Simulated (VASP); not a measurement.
# SmO3 (P6_3/m) in VASP: band structure with RPBE+D3(BJ)

Aim: the band structure of SmO3 with RPBE+D3(BJ).

Everything below comes from runs of VASP 6.6.1. Logs are shortened: lines on timing, memory, paths and dates and some standing lists are left out, and cuts for length are marked.

**1. Starting point**

It takes space group P6_3/m (No. 176, hexagonal). The conventional cell has a = 6.717 Å, b = 6.717 Å, c = 3.520 Å, α = 90.00°, β = 90.00°, γ = 120.00°. Around Sm (site symmetry -6) lie 9 O at 2.37 to 2.47 Å. O (site symmetry m) is surrounded by 2 O at 2.31 Å and 3 Sm at 2.37 to 2.47 Å.

The cell comes from a database or a generator and needn't be the stable form of this composition.

**2. Band structure, RPBE+D3(BJ), collinear spin, random start**

File run.py:

```python
from ase.calculators.vasp import Vasp
from ase.dft.bandgap import bandgap
from ase.io import read

atoms = read('POSCAR')
atoms.set_initial_magnetic_moments([-0.42, 1.23, 0.0, 0.0, 0.0, 0.0, 0.0, 0.0])
calc = Vasp(
    directory='calc',
    xc='rpbe',
    pp='PBE',
    setups='recommended',
    prec='Accurate',
    encut=520,
    ediff=1e-07,
    ismear=-1,
    sigma=0.05,
    lreal=False,
    lasph=True,
    nelm=150,
    algo='Fast',
    isif=2,
    lwave=False,
    lcharg=True,
    ispin=2,
    lorbit=11,
    nupdown=0,
    lmaxmix=6,
    ivdw=12,
    kpts=[5, 5, 8],
    gamma=True,
    nbands=43,
)
atoms.calc = calc

print('energy (eV):', atoms.get_potential_energy())
print('free energy (eV):', atoms.get_potential_energy(force_consistent=True))
efermi = calc.get_fermi_level()
print('Fermi level (eV):', efermi)
path = atoms.cell.bandpath(npoints=60, eps=1e-4)
print('path:', path.path)
calc.set(kpts=path.kpts, reciprocal=True, icharg=11, isym=0, lcharg=False)
calc.calculate(atoms)
print('gap on the path (eV):', bandgap(calc, efermi=efermi)[0])
print('direct gap on the path (eV):', bandgap(calc, efermi=efermi, direct=True)[0])
```

File POSCAR:

```
SmO3
1.0
    6.7172085324      0.0000000000      0.0000000000
   -3.3586042662      5.8172732316      0.0000000000
    0.0000000000      0.0000000000      3.5199500000
Sm O
2 6
Direct
    0.3333333333      0.6666666667      0.2500000000
    0.6666666667      0.3333333333      0.7500000000
    0.4295950000      0.0577780100      0.2500000000
    0.5704050000      0.9422219900      0.7500000000
    0.6281830100      0.5704050000      0.2500000000
    0.3718169900      0.4295950000      0.7500000000
    0.9422219900      0.3718169900      0.2500000000
    0.0577780100      0.6281830100      0.7500000000
```

Potentials or basis: VASP PAW PBE potentials, release 64 (Sm_3, O), 4f in core.

Started as:

```
$ python run.py
```

Output:

```text
energy (eV): -52.26702667
free energy (eV): -52.33693245
Fermi level (eV): -0.84153558
path: GMKGALHA,LM,KH
gap on the path (eV): 0.0
direct gap on the path (eV): 0.0
```

OUTCAR:

```text
ENCUT = 520.000000
   NUPDOWN = 0.000000
   EDIFF = 1.00e-07
   GGA = RP
   PREC = Accurate
   ICHARG = 11
   ISIF = 2
   ISMEAR = -1
   ISPIN = 2
   ISYM = 0
   LORBIT = 11
   NELM = 150
   IVDW = 12
   LASPH = .TRUE.
   LREAL = .FALSE.
 IVDW          = 12

 ion  position               nearest neighbor table
   1  0.333  0.667  0.250-   3 2.37   7 2.37   5 2.37   8 2.47   8 2.47   4 2.47   4 2.47   6 2.47
                             6 2.47
   2  0.667  0.333  0.750-   4 2.37   8 2.37   6 2.37   7 2.47   7 2.47   3 2.47   3 2.47   5 2.47
                             5 2.47
   3  0.430  0.058  0.250-   1 2.37   2 2.47   2 2.47
   4  0.570  0.942  0.750-   2 2.37   1 2.47   1 2.47
   5  0.628  0.570  0.250-   1 2.37   2 2.47   2 2.47
   6  0.372  0.430  0.750-   2 2.37   1 2.47   1 2.47
   7  0.942  0.372  0.250-   1 2.37   2 2.47   2 2.47
   8  0.058  0.628  0.750-   2 2.37   1 2.47   1 2.47

IMPORTANT INFORMATION: All symmetrisations will be switched off!
NOSYMM: (Re-)initialisation of all symmetry stuff for point group C_1.

----------------------------------------------------------------------------------------

                                     Primitive cell

  volume of cell :     137.5450

  direct lattice vectors                    reciprocal lattice vectors
     6.717208532  0.000000000  0.000000000     0.148871365  0.085950922  0.000000000
    -3.358604266  5.817273232  0.000000000     0.000000000  0.171901845  0.000000000
     0.000000000  0.000000000  3.519950000     0.000000000  0.000000000  0.284094945

  length of vectors
     6.717208532  6.717208532  3.519950000     0.171901845  0.171901845  0.284094945

  position of ions in fractional coordinates (direct lattice)
     0.333333333  0.666666667  0.250000000
     0.666666667  0.333333333  0.750000000
     0.429595000  0.057778010  0.250000000
     0.570405000  0.942221990  0.750000000
     0.628183010  0.570405000  0.250000000
     0.371816990  0.429595000  0.750000000
     0.942221990  0.371816990  0.250000000
     0.057778010  0.628183010  0.750000000

  ion indices of the primitive-cell ions
   primitive index   ion index
                 1           1
                 2           2
                 3           3
                 4           4
                 5           5
                 6           6
                 7           7
                 8           8

----------------------------------------------------------------------------------------

 KPOINTS: KPOINTS created by Atomic Simulation Env

Read explicit list of k-points.

 Found     60 k-points:

 Following reciprocal coordinates:
            Coordinates               Weight
  0.000000  0.000000  0.000000      0.016667
  0.100000  0.000000  0.000000      0.016667
  0.200000  0.000000  0.000000      0.016667
  0.300000  0.000000  0.000000      0.016667
  0.400000  0.000000  0.000000      0.016667
  0.500000  0.000000  0.000000      0.016667
[... 16 lines left out ...]
  0.000000  0.000000  0.500000      0.016667
  0.100000  0.000000  0.500000      0.016667
 [... further k-points ...]
   k-points           NKPTS =     60   k-points in BZ     NKDIM =     60   number of bands    NBANDS=     43
   number of dos      NEDOS =    301   number of ions     NIONS =      8
   total plane-waves  NPLWV =  70000
   dimension x,y,z NGX =    50 NGY =   50 NGZ =   28
   dimension x,y,z NGXF=   100 NGYF=  100 NGZF=   56
   ions per type =               2   6
   NGX,Y,Z   is equivalent  to a cutoff of  12.37, 12.37, 13.22 a.u.
   NGXF,Y,Z  is equivalent  to a cutoff of  24.75, 24.75, 26.45 a.u.
 SYSTEM =  unknown system
   PREC   = accura    normal or accurate (medium, high low for compatibility)
   ISTART =      0    job   : 0-new  1-cont  2-samecut
   ICHARG =     11    charge: 1-file 2-atom 10-const
   ISPIN  =      2    spin polarized calculation?
   LNONCOLLINEAR =      F non collinear calculations
   LSORBIT =      F    spin-orbit coupling
   LASPH  =      T    aspherical Exc in radial PAW
   ENCUT  =  520.0 eV  38.22 Ry    6.18 a.u.  12.49 12.49  6.54*2*pi/ulx,y,z
   NELM   =    150;   NELMIN=  2; NELMDL=  0     # of ELM steps
   EDIFF  = 0.1E-06   stopping-criterion for ELM
   LREAL  =      F    real-space projection
   EDIFFG = 0.1E-05   stopping-criterion for IOM
   NSW    =      0    number of steps for IOM
   IBRION =     -1    ionic relax: 0-MD 1-quasi-New 2-CG
   NFREE  =      0    steps in history (QN), initial steepest desc. (CG)
   ISIF   =      2    stress and relaxation
   ISYM   =      0    0-nonsym 1-usesym 2-fastsym
   POTIM  = 0.5000    time-step for ionic-motion
   TEBEG  =    0.0;   TEEND  =   0.0 temperature during run
   PSTRESS=    0.0 pullay stress
   NELECT =      58.0000    total number of electrons
   NUPDOWN=       0.0000    fix difference up-down
   EMIN   =  10.00;   EMAX   =-10.00  energy-range for DOS
   EFERMI =   0.00;   METHOD = LEGACY
   ISMEAR =    -1;   SIGMA  =   0.05  broadening in eV -4-tet -1-fermi 0-gaus
   EFERMI_NEDOS =   21; number of points for ismear=-14 and -15
   IALGO  =     68    algorithm
   IMIX   =      4    mixing-type and parameters
     AMIX     =   0.40;   BMIX     =  1.00
     AMIX_MAG =   1.60;   BMIX_MAG =  1.00
  volume/ion in A,a.u.               =      17.19       116.02
  Fermi-wavevector in a.u.,A,eV,Ry     =   1.227635  2.319894 20.505170  1.507087
  Thomas-Fermi vector in A             =   2.362591
   LORBIT       =     11    0 simple, 1 ext, 2 COOP (PROOUT), +10 PAW based schemes
   GGA     = RP    functional components
   LHFCALC =     F    Hartree Fock is set to
   AEXX    =    0.0000 exact exchange contribution
   IVDW    =    12    specifies the selected vdW correction
   LEPSILON=     F    determine dielectric tensor
   LRPA    =     F    only Hartree local field effects (RPA)
 spin polarized calculation
 RMM-DIIS sequential band-by-band and
  energy-cutoff  :      520.00
  volume of cell :      137.54
 maximum number of plane-waves:      3739
 NGX is ok and might be reduce to    50

 number of electron      58.0000009 magnetization       0.0000011

 Free energy of the ion-electron system (eV)
  ---------------------------------------------------
  ext. energy  EPLUGINS =         0.00000000
  ---------------------------------------------------
  free energy    TOTEN  =       -46.78037233 eV

  energy without entropy =      -46.66003530  energy(sigma->0) =      -46.72020382

 E-fermi :  -0.8294     XC(G=0):  -8.6261

 val. band max:       -0.8340338388   @ k =   0.1429   0.1429   0.5000
 cond. band min:      -0.8277184571   @ k =   0.0000   0.0000   0.2778
 fundamental gap:      0.0063153816
 Fermi energy:        -0.8294365295

 spin component 1

 k-point     1 :       0.0000    0.0000    0.0000
  band No.  band energies     occupation
      1     -39.1345      1.00000
      2     -39.1078      1.00000
      3     -20.0792      1.00000
      4     -20.0791      1.00000
      5     -18.7816      1.00000
      6     -18.7816      1.00000
[... 1045 lines left out ...]
     40       7.8509      0.00000
     41       7.8803      0.00000

 [... further k-points ...]

 spin component 2

 k-point     1 :       0.0000    0.0000    0.0000
  band No.  band energies     occupation
      1     -39.1344      1.00000
      2     -39.1078      1.00000
      3     -20.0792      1.00000
      4     -20.0791      1.00000
      5     -18.7816      1.00000
      6     -18.7816      1.00000
[... 1045 lines left out ...]
     40       7.8510      0.00000
     41       7.8803      0.00000

 [... further k-points ...]

 [bands above 41 left out]

------------------------ aborting loop because EDIFF is reached ----------------------------------------

 Edisp (eV)   -5.77198

 E8    (eV) :    -3.8234

  FORCE on cell =-STRESS in cart. coord.  units (eV):
  Direction    XX          YY          ZZ          XY          YZ          ZX
  --------------------------------------------------------------------------------------
  -------------------------------------------------------------------------------------
  Total      -6.54003    -6.16826    -7.21636     0.29491     0.00012    -0.00031
  in kB     -76.18079   -71.85023   -84.05890     3.43520     0.00136    -0.00356
  external pressure =      -77.36 kB  Pullay stress =        0.00 kB

 VOLUME and BASIS-vectors are now :
 -----------------------------------------------------------------------------
  energy-cutoff  :      520.00
  volume of cell :      137.54
      direct lattice vectors                 reciprocal lattice vectors
     6.717208532  0.000000000  0.000000000     0.148871365  0.085950922  0.000000000
    -3.358604266  5.817273232  0.000000000     0.000000000  0.171901845  0.000000000
     0.000000000  0.000000000  3.519950000     0.000000000  0.000000000  0.284094945

 POSITION                                       TOTAL-FORCE (eV/Angst)
 -----------------------------------------------------------------------------------
     -0.00000      3.87818      0.87999         0.125672     -0.012209     -0.014209
      3.35860      1.93909      2.63996        -0.125672      0.012210      0.014209
      2.69163      0.33611      0.87999         0.685389     -0.354664      0.132210
      0.66698      5.48116      2.63996        -0.685388      0.354666     -0.132210
      2.30387      3.31820      0.87999        -0.692488     -0.444213      0.132174
      1.05473      2.49907      2.63996         0.692488      0.444209     -0.132174
      5.08032      2.16296      0.87999        -0.042715      0.721868      0.132227
     -1.72171      3.65431      2.63996         0.042715     -0.721867     -0.132227
 -----------------------------------------------------------------------------------
    total drift:                               -0.000003     -0.000002     -0.000002

  FREE ENERGIE OF THE ION-ELECTRON SYSTEM (eV)
  ---------------------------------------------------
  free  energy   TOTEN  =       -52.5523486131 eV

  energy  without entropy=      -52.4320115814  energy(sigma->0) =      -52.49218010

 total charge

# of ion       s       p       d       tot
------------------------------------------
    1        2.124   6.000   0.839   8.963
    2        2.124   6.000   0.839   8.963
    3        1.606   3.221   0.000   4.827
    4        1.606   3.221   0.000   4.827
    5        1.605   3.222   0.000   4.827
    6        1.605   3.222   0.000   4.827
    7        1.605   3.218   0.000   4.823
    8        1.605   3.217   0.000   4.823
--------------------------------------------------
tot         13.882  31.320   1.678  46.880

 magnetization (x)

# of ion       s       p       d       tot
------------------------------------------
    1       -0.000   0.000   0.000   0.000
    2       -0.000   0.000   0.000   0.000
    3        0.000  -0.000   0.000  -0.000
    4        0.000  -0.000   0.000  -0.000
    5        0.000  -0.000   0.000  -0.000
    6        0.000  -0.000   0.000  -0.000
    7        0.000   0.000   0.000   0.000
    8        0.000   0.000   0.000   0.000
--------------------------------------------------
tot          0.000   0.000   0.000   0.000
```

INCAR:

```text
ENCUT = 520.000000
SIGMA = 0.050000
NUPDOWN = 0.000000
EDIFF = 1.00e-07
ALGO = Fast
GGA = RP
PREC = Accurate
ICHARG = 11
ISIF = 2
ISMEAR = -1
ISPIN = 2
ISYM = 0
LMAXMIX = 6
LORBIT = 11
NBANDS = 43
NELM = 150
IVDW = 12
LASPH = .TRUE.
LCHARG = .FALSE.
LWAVE = .FALSE.
LREAL = .FALSE.
MAGMOM = 1*-0.4200 1*1.2300 6*0.0000
```

Run time: 13 min. Hardware: 1 thread of Intel Xeon Platinum 8488C (Sapphire Rapids), shared host; peak memory 0.61 GiB.

Results:

```
Net moment                 : 0.00 μB per cell
Dispersion energy per atom : -0.721 eV
```

Caveat: the log is that of the step along the path at fixed density, whose energy, stress, charges and moments have no meaning; the magnetic or orbital state may not be the lowest; the PAW data sets were made with another functional, which shifts forces and pressure a little; spin-orbit coupling is left out, which moves the levels of the heavy elements; the 4f electrons are frozen in the core as for a trivalent ion, so they carry no moment and show no levels; the total moment is fixed, so each spin has its own Fermi level. The state reached can hang on the start; a lower one may exist.
